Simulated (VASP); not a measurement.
An input for Quantum ESPRESSO's pw.x (written as the equivalent of a VASP run, and not itself run):

```
&CONTROL
  calculation = 'vc-relax'
  pseudo_dir = './pseudo'
  outdir = './out'
  tprnfor = .true.
  tstress = .true.
  nstep = 60
  forc_conv_thr = 0.00078
/
&SYSTEM
  ibrav = 0
  nat = 8
  ntyp = 1
  ecutwfc = 36
  occupations = 'smearing'
  smearing = 'methfessel-paxton'
  degauss = 0.00735
  input_dft = 'pbe'
  vdw_corr = 'grimme-d3'
  dftd3_version = 4
  dftd3_threebody = .false.
/
&ELECTRONS
  conv_thr = 7.3e-08
  electron_maxstep = 100
/
&IONS
/
&CELL
/
ATOMIC_SPECIES
  Si 28.085 Si.upf
CELL_PARAMETERS angstrom
    -3.2906368    3.2906368    3.2906368
     3.2906368   -3.2906368    3.2906368
     3.2906368    3.2906368   -3.2906368
ATOMIC_POSITIONS crystal
  Si   0.2053967  0.2053967  0.2053967
  Si   0.5000000  1.0000000  0.2946033
  Si   0.2946033  0.5000000  0.0000000
  Si   0.0000000  0.2946033  0.5000000
  Si   0.7946033  0.7946033  0.7946033
  Si   0.5000000  0.0000000  0.7053967
  Si   0.7053967  0.5000000  0.0000000
  Si   0.0000000  0.7053967  0.5000000
K_POINTS automatic
  6 6 6 0 0 0
```

Problem. Translate this input to VASP (INCAR, KPOINTS, POSCAR, choice of POTCAR).

Solution. One answer among several that fit: 
INCAR:
```
# general
SYSTEM  =  Si
PREC    =  Accurate
ENCUT   =  400
LREAL   =  .FALSE.
LASPH   =  .TRUE.

# electronic loop
EDIFF   =  1E-6
NELM    =  100
ALGO    =  Normal

# smearing
ISMEAR  =  1
SIGMA   =  0.1

# functional
GGA     =  PE
IVDW    =  12

# ions
IBRION  =  2
NSW     =  60
ISIF    =  3
EDIFFG  =  -0.02

# output
LWAVE   =  .FALSE.
LCHARG  =  .FALSE.
```

File POSCAR:
```
Si
1.0
 -3.2906367637   3.2906367637   3.2906367637
  3.2906367637  -3.2906367637   3.2906367637
  3.2906367637   3.2906367637  -3.2906367637
Si
8
Cart
  0.6758858835   0.6758858835   0.6758858835
  2.6147508802  -0.6758858835   3.9665226472
  0.6758858835  -0.6758858835   2.6147508802
  2.6147508802   0.6758858835  -0.6758858835
  2.6147508802   2.6147508802   2.6147508802
  0.6758858835   3.9665226472  -0.6758858835
 -0.6758858835   0.6758858835   3.9665226472
  3.9665226472  -0.6758858835   0.6758858835
```

KPOINTS:
```
Automatic
0
gamma
6 6 6
0 0 0
```

POTCAR, in this order: Si (PBE.64 set). Program: vasp_std.

Limits of the translation: the potentials are each code's own (VASP's PAW set, PseudoDojo norm-conserving files in pw.x), so ENCUT and ecutwfc are chosen apart and not converted; conv_thr bounds pw.x's estimated SCF error, while EDIFF bounds the energy change between steps; forc_conv_thr acts on force components and is met together with etot_conv_thr.

The structure comes from a measured Si entry (Ia-3) of the Crystallography Open Database, whose conditions weren't checked. This run relaxes it. Symmetry was kept, so distortions that lower it aren't found. The start is the result of an earlier pass.
